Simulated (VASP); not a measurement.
An input for Quantum ESPRESSO's pw.x (written as the equivalent of a VASP run, and not itself run):

```
&CONTROL
  calculation = 'scf'
  pseudo_dir = './pseudo'
  outdir = './out'
  tprnfor = .true.
  tstress = .true.
/
&SYSTEM
  ibrav = 0
  nat = 1
  ntyp = 1
  ecutwfc = 62.5
  occupations = 'smearing'
  smearing = 'fermi-dirac'
  degauss = 0.00735
  input_dft = 'pbe'
/
&ELECTRONS
  conv_thr = 7.3e-08
  electron_maxstep = 100
/
ATOMIC_SPECIES
  Pb 207.200 Pb.upf
CELL_PARAMETERS angstrom
     0.0000000    2.4750000    2.4750000
     2.4750000    0.0000000    2.4750000
     2.4750000    2.4750000    0.0000000
ATOMIC_POSITIONS crystal
  Pb   0.0000000  0.0000000  0.0000000
K_POINTS automatic
  9 9 9 0 0 0
```

Task: Write the VASP files for the same calculation (PBE).

Result: Several could match; the one computed here: 
POSCAR:
```
Pb
1
    0.0000000000     2.4750000000     2.4750000000
    2.4750000000     0.0000000000     2.4750000000
    2.4750000000     2.4750000000     0.0000000000
Pb
1
Direct
  0.0000000000   0.0000000000   0.0000000000
```

INCAR:
```
! general
SYSTEM   =  Pb
PREC     =  Accurate
ENCUT    =  300
LREAL    =  .FALSE.
LASPH    =  .TRUE.

! electronic loop
EDIFF    =  1E-6
NELM     =  100
ALGO     =  Normal
LMAXMIX  =  4

! smearing
ISMEAR   =  -1
SIGMA    =  0.1

! functional
GGA      =  PE

! ions
ISIF     =  2

! output
LWAVE    =  .FALSE.
LCHARG   =  .FALSE.
```

File KPOINTS:
```
Regular mesh
0
G
9 9 9
```

POTCAR, in this order: Pb_d (PBE.64 set). Program: vasp_std.

What does not carry over: the potentials are each code's own (VASP's PAW set, PseudoDojo norm-conserving files in pw.x), so ENCUT and ecutwfc are chosen apart and not converted; conv_thr bounds pw.x's estimated SCF error, while EDIFF bounds the energy change between steps.

The structure is a typed Pb crystal (Fm-3m). The cell was not relaxed at this level.
